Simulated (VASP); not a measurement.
A run of VASP 6.6.1:

Contents of INCAR:

```
PREC = Accurate
ENCUT = 520
EDIFF = 1E-6
ISMEAR = 0
SIGMA = 0.5
LREAL = F
LASPH = T
NELM = 100
ALGO = Normal
ISIF = 2
LWAVE = F
LCHARG = T
GGA = PS
LELF = T
LVHAR = T
NBANDS = 17
```

KPOINTS

```
Automatic mesh
0
Gamma
  12 12 12
```

POSCAR

```
SnTe
1.0
    0.0000000000      3.1449300000      3.1449300000
    3.1449300000      0.0000000000      3.1449300000
    3.1449300000      3.1449300000      0.0000000000
Sn Te
1 1
Direct
    0.0000000000      0.0000000000      0.0000000000
    0.5000000000      0.5000000000      0.5000000000
```

Potentials or basis: VASP PAW PBE potentials, release 64 (Sn_d, Te).

Launch:

```console
$ cat potpaw_PBE.64/Sn_d/POTCAR potpaw_PBE.64/Te/POTCAR > POTCAR
$ mpirun -np 1 vasp_std > vasp.out
```

Hardware: 1 thread of AMD EPYC 9R45 96-Core Processor (Zen 5) (shared host).

Q: How long does it take, and how much memory?

A: Wall time 38 s on 1 thread of AMD EPYC 9R45 96-Core Processor (Zen 5), with other jobs on the host, peak memory 0.22 GiB. Counts: scf iterations 12, k points 72.
